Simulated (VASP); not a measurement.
CClH3, in a box:

```
C Cl H
1.0
    12.76707    0.00000    0.00000
     0.00000   13.26707    0.00000
     0.00000    0.00000   13.76707
C Cl H
1 1 3
Direct
  0.49704 0.51348 0.49492
  0.53195 0.39889 0.55482
  0.55523 0.57099 0.51352
  0.41913 0.53623 0.51997
  0.49649 0.49980 0.41647
```

Program: VASP 6.6.1. Alike in all runs: task single point; potentials or basis VASP PAW PBE potentials, release 64 (C, Cl, H); no spin polarisation; cell as given; k mesh 1 × 1 × 1; cutoff (eV) 400; smearing gaussian 0.01 eV.

Order these runs on this cell by their band gap on the k mesh, lowest first.
A. level r2SCAN+rVV10
B. level optB86b-vdW
C. level PBEsol
D. level HSE06+D3(BJ); grid for exact exchange (PRECFOCK) Fast; screening parameter 0.2 1/A

B (6.07 eV), C (6.26 eV), A (7.02 eV), D (7.57 eV).

